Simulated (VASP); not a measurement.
Here is the system:

```yaml
crystal:
  lattice:
    - [0.00000, 3.28482, 3.28482]
    - [3.28482, 0.00000, 3.28482]
    - [3.28482, 3.28482, 0.00000]
  atoms:
    - { symbol: Hg, position: [0.00000, 0.00000, 0.00000] }
    - { symbol: Te, position: [0.25000, 0.25000, 0.25000] }
```

These are optB88-vdW, VASP's PBE PAW potentials (set 64) (plane waves; VASP) values and carry that method's errors. Numerical set-up: 520 eV cut-off, 10×10×10 Γ-centred mesh, first-order Methfessel-Paxton smearing of 0.10 eV, potentials Hg Te.

Problem. Give the stress tensor in GPa (positive for a compressed cell).

Solution. 
```
1.17  0.00  0.00
0.00  1.17  0.00
0.00  0.00  1.17
```
The pressure is its mean diagonal, 1.17 GPa.

The compound is HgTe in the zinc blende structure. This cell is one point of a volume scan, at 0.97 of the reference volume.
